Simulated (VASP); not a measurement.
Input:

```xyz
1
Lattice="0.0000 1.9175 1.9175 1.9175 0.0000 1.9175 1.9175 1.9175 0.0000" Properties=species:S:1:pos:R:3 pbc="T T T"
Pt     0.0000     0.0000     0.0000
```

The numbers are results of revTPSS meta-GGA, VASP's PBE PAW potentials (set 64) (plane waves; VASP 6.6.1), not measurements. Run with 520 eV cut-off, 16×16×16 Γ-centred mesh, first-order Methfessel-Paxton smearing of 0.10 eV, potentials Pt.

**Question.** Give the stress tensor in GPa (positive for a compressed cell).

**Answer.** 
```
21.51   0.00   0.00
 0.00  21.51   0.00
 0.00   0.00  21.51
```
The pressure is its mean diagonal, 21.51 GPa.

The compound is Pt in the fcc structure. This cell is one point of a volume scan, at 0.94 of the reference volume.
